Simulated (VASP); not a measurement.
# MoI in VASP: the effect of strain

The system is MoI.

```xyz
2
Lattice="3.4783 0.0000 0.0000 0.0000 3.4783 0.0000 0.0000 0.0000 5.0421" Properties=species:S:1:pos:R:3 pbc="T T T"
Mo    1.7392    1.7392    2.5210
I     0.0000    0.0000    2.5210
```

The cell was built by a generator and needn't be a form met in nature.

The cell isn't the ideal one: strain = -0.04.

Alike in all runs:

- Program: VASP 6.6.1
- Task: relaxation of the atoms
- Functional: PBE
- Potentials or basis: VASP PAW PBE potentials, release 64 (Mo_sv, I)
- Cutoff: 520 eV
- k mesh: 7 × 7 × 5
- Occupations: fermi-dirac, width 0.05 eV
- Spin: no spin polarisation
- Strain kind: biaxial_xy
- Further INCAR settings: ALGO = Normal; EDIFF = 1e-06; IBRION = 2; EDIFFG = -0.005; NSW = 60

Each run relaxes the cell or the atoms first.

| strain | pressure (GPa) |
| --- | --- |
| -0.04 | 23.9 |
| -0.02 | 16.7 |
| -0.01 | 13.6 |
| 0 | ? |
| 0.01 | 8.4 |
| 0.02 | 6.1 |
| 0.04 | 2.3 |

**Question.** What does the run with strain 0 give?

**Answer.** Pressure 10.9 GPa.

Worked out: A parabola through the other rows of the pressure, of slope -269 GPa per unit of strain there, gives 10.8 GPa, against the run's 10.9.

Caveats: the relaxation stopped at its first step, so nothing moved; this functional lacks dispersion, which binds the layers, so the pressure and a relaxed spacing across them are unreliable; an odd number of electrons without spin polarisation forces a metal; a magnetic or distorted state may lie lower.
